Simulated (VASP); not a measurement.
Input:

```
MgH2
1.0
    4.53759     0.00000     0.00000
    0.00000     4.53759     0.00000
    0.00000     0.00000     3.02893
Mg H
2 4
Direct
  0.00000   0.00000   0.00000
  0.50000   0.50000   0.50000
  0.30423   0.30423   0.00000
  0.80423   0.19577   0.50000
  0.19577   0.80423   0.50000
  0.69577   0.69577   0.00000
```

All values below come from revPBE GGA, VASP's PBE PAW potentials (set 64) (plane waves; VASP). Numerical set-up: 520 eV cut-off, Gaussian smearing of 0.050 eV, potentials Mg H.

### Question
Give the energies of bands 1 to 7 at the high-symmetry points, in eV from the valence-band maximum.

### Answer

| band | Γ | X | M | Z | R | A |
|---|---|---|---|---|---|---|
| 1 | -6.28 | -4.70 | -3.66 | -2.92 | -2.21 | -1.84 |
| 2 | -1.41 | -4.70 | -3.66 | -2.92 | -2.21 | -1.84 |
| 3 | -1.41 | -0.49 | -2.64 | -0.08 | -1.03 | -0.90 |
| 4 | -0.41 | -0.49 | -2.64 | -0.08 | -1.03 | -0.90 |
| 5 | 4.89 | 5.43 | 9.02 | 6.37 | 5.24 | 3.95 |
| 6 | 5.05 | 5.43 | 9.02 | 6.37 | 5.24 | 3.95 |
| 7 | 9.19 | 10.09 | 9.18 | 6.89 | 6.86 | 4.31 |

The gap is indirect, 3.82 eV, from the valence maximum at M-Γ at 0.67 to the conduction minimum at A-Z at 0.22.

The compound is MgH2 in the rutile structure. It was relaxed first.
